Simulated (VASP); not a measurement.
Computed with rev-vdW-DF2, VASP's PBE PAW potentials (set 64) (plane waves; VASP).

VASP input:

INCAR:
```
# general
SYSTEM  =NiAl
PREC    =Accurate
ENCUT   =520
LREAL   =.False.
LASPH   =.True.

# electronic loop
EDIFF   =1E-7
NELM    =100
ALGO    =Normal
LMAXMIX =4

# smearing
ISMEAR  =-5

# functional
GGA     =MK
LUSE_VDW=.True.
AGGAC   =0.0
PARAM1  =0.1234568
PARAM2  =0.7114
ZAB_VDW =-1.8867

# ions
ISIF    =2

# output
LWAVE   =.False.
LCHARG  =.True.
LORBIT  =11
NEDOS   =601
```

**KPOINTS**
```
kpoints
0
G
  14 14 14
```

**POSCAR**
```
NiAl
1.0
  2.8798495499   0.0000000000   0.0000000000
  0.0000000000   2.8798495499   0.0000000000
  0.0000000000   0.0000000000   2.8798495499
Al Ni
1 1
Direct
  0.5000000000   0.5000000000   0.5000000000
  0.0000000000   0.0000000000   0.0000000000
```

POTCAR, in this order: Al Ni (PBE.64 set). Program: vasp_std.

Output

File OSZICAR:
```
       N       E                     dE             d eps       ncg     rms          rms(c)
DAV:   1     0.437841892641E+02    0.43784E+02   -0.57602E+03  2416   0.137E+03
DAV:   2    -0.716323374247E+01   -0.50947E+02   -0.48603E+02  2408   0.207E+02
DAV:   3    -0.841827914166E+01   -0.12550E+01   -0.12429E+01  2862   0.424E+01
DAV:   4    -0.843910207734E+01   -0.20823E-01   -0.20813E-01  2864   0.481E+00
DAV:   5    -0.843968522764E+01   -0.58315E-03   -0.58343E-03  2722   0.837E-01    0.114E+01
DAV:   6    -0.100903766866E+02   -0.16507E+01   -0.52512E+01  2682   0.125E+02    0.145E+01
DAV:   7    -0.714167631966E+01    0.29487E+01   -0.15215E+01  2638   0.752E+01    0.997E-01
DAV:   8    -0.713668344521E+01    0.49929E-02   -0.34724E-01  2918   0.725E+00    0.993E-01
DAV:   9    -0.712376352305E+01    0.12920E-01   -0.52657E-02  2804   0.386E+00    0.163E-01
DAV:  10    -0.712346094036E+01    0.30258E-03   -0.15467E-03  2728   0.622E-01    0.653E-02
DAV:  11    -0.712345724423E+01    0.36961E-05   -0.43259E-05  2734   0.630E-02    0.203E-02
DAV:  12    -0.712345530103E+01    0.19432E-05   -0.31575E-06  2790   0.315E-02    0.308E-03
DAV:  13    -0.712345499783E+01    0.30319E-06   -0.11151E-07  1540   0.549E-03    0.177E-03
DAV:  14    -0.712345490690E+01    0.90929E-07   -0.20172E-07  1346   0.730E-03
   1 F= -.71234549E+01 E0= -.71234549E+01  d E =0.000000E+00
```

### OUTCAR
```
------------------------ aborting loop because EDIFF is reached ----------------------------------------
  FORCE on cell =-STRESS in cart. coord.  units (eV):
  Direction    XX          YY          ZZ          XY          YZ          ZX
  --------------------------------------------------------------------------------------
  Total       -0.0423621     -0.0423621     -0.0423621     -0.0000000      0.0000000     -0.0000000
  in kB       -2.8417051     -2.8417051     -2.8417051     -0.0000000      0.0000000     -0.0000000
  external PRESSURE =      -2.8417051 kB  Pullay stress =       0.0000000 kB
  volume of cell :       23.88
      direct lattice vectors                 reciprocal lattice vectors
     2.879849550  0.000000000  0.000000000     0.347240362  0.000000000  0.000000000
     0.000000000  2.879849550  0.000000000     0.000000000  0.347240362  0.000000000
     0.000000000  0.000000000  2.879849550     0.000000000  0.000000000  0.347240362
 POSITION                                       TOTAL-FORCE (eV/Angst)
 -----------------------------------------------------------------------------------
      1.43992      1.43992      1.43992         0.000000      0.000000      0.000000
      0.00000      0.00000      0.00000         0.000000      0.000000      0.000000
 -----------------------------------------------------------------------------------
    total drift:                                0.000000      0.000000      0.000000
  FREE ENERGIE OF THE ION-ELECTRON SYSTEM (eV)
  ---------------------------------------------------
  free  energy   TOTEN  =        -7.1234549069 eV

  energy  without entropy=       -7.1234549069  energy(sigma->0) =       -7.12345491

 total charge

# of ion       s       p       d       tot
------------------------------------------
    1        0.382   0.413   0.000   0.795
    2        0.481   0.517   8.495   9.493
--------------------------------------------------
tot          0.863   0.930   8.495  10.288
```
(Selected blocks of OUTCAR.)

### OUTCAR
```
 val. band max:        9.9950589187   @ k =   0.5000   0.5000   0.2857

 cond. band min:       9.9950589187   @ k =   0.5000   0.5000   0.2857


 Fermi energy:         9.9602868606

 k-point     1 :       0.0000    0.0000    0.0000
  band No.  band energies     occupation
      1      -1.1652      2.00000
      2       6.7202      2.00000
      3       6.7202      2.00000
      4       8.3918      2.00000
      5       8.3918      2.00000
      6       8.3918      2.00000
      7      15.4490      0.00000
      8      15.4490      0.00000
      9      15.4490      0.00000
     10      18.1509      0.00000

 k-point     2 :       0.0714    0.0000    0.0000
  band No.  band energies     occupation
      1      -1.0712      2.00000
      2       6.7138      2.00000
      3       6.7421      2.00000
      4       8.3510      2.00000
      5       8.3510      2.00000
      6       8.3962      2.00000
      7      14.4814      0.00000
      8      15.5734      0.00000
      9      15.5734      0.00000
     10      18.1565      0.00000

 k-point     3 :       0.1429    0.0000    0.0000
  band No.  band energies     occupation
      1      -0.7904      2.00000
      2       6.6705      2.00000
      3       6.8041      2.00000
      4       8.2407      2.00000
      5       8.2407      2.00000
      6       8.4084      2.00000
      7      12.8848      0.00000
      8      15.9348      0.00000
      9      15.9348      0.00000
     10      18.1732      0.00000

 k-point     4 :       0.2143    0.0000    0.0000
  band No.  band energies     occupation
      1      -0.3269      2.00000
      2       6.5084      2.00000
      3       6.8957      2.00000
      4       8.0910      2.00000
      5       8.0910      2.00000
      6       8.4261      2.00000
      7      11.3977      0.00000
      8      16.5052      0.00000
      9      16.5052      0.00000
     10      18.1995      0.00000

 k-point     5 :       0.2857    0.0000    0.0000
...
```

For a metal the tetrahedron method with Blöchl corrections gives inexact stress and forces.

The compound is NiAl in the CsCl type structure. It was relaxed first. The run is not spin-polarised, so no magnetic state was tried. The electron count is odd and the run is not spin-polarised, which forces a metal.
